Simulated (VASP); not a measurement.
Crystal: KNi.

```xyz
2
Lattice="3.6605 0.0000 0.0000 0.0000 3.6605 0.0000 0.0000 0.0000 3.4789" Properties=species:S:1:pos:R:3 pbc="T T T"
K     0.0000    0.0000    0.0000
Ni    1.8302    1.8302    1.7394
```

The cell was built by a generator and needn't be a form met in nature.

```yaml
Program: VASP 6.6.1
Task: relaxation of cell and atoms
Functional: r2SCAN
Potentials_or_basis: VASP PAW PBE potentials, release 64 (K_sv, Ni)
Cutoff: 600 eV
k_mesh: 7 × 7 × 8
Occupations: methfessel-paxton, width 0.1 eV
Spin: collinear spin, ferromagnetic start
Starting_moments: "[0.0, 1.0] μB"
```

At the start: pressure 4.4 GPa; volume 23.31 Å³/atom.

How do energy, volume and symmetry change on relaxing?

Over 4 steps the energy falls by 58.0 meV/atom and the volume is 28.24 Å³/atom (+21.2 %); space group P4/mmm (No. 123, to 0.05 Å); moment 0.95 μB per cell.

The path:
```
step  energy change (eV)  largest force (eV/Å)  pressure (GPa)  volume (Å³)
   1              0.0000                0.0000            4.36        46.61
   2             -0.0848                0.0000            1.97        51.02
   3             -0.1145                0.0000            0.28        55.63
   4             -0.1160                0.0000           -0.02        56.48
```

Final structure:
```
K Ni
1.0
     3.91354    0.00000    0.00000
     0.00000    3.91354    0.00000
     0.00000    0.00000    3.68796
K Ni
1 1
Cartesian
  0.0000 0.0000 0.0000
  1.9568 1.9568 1.8440
```

Caveat: the volume moved by over 15 % at a fixed basis, so the end points are rough; the PAW data sets were made with another functional, which shifts forces and pressure a little.
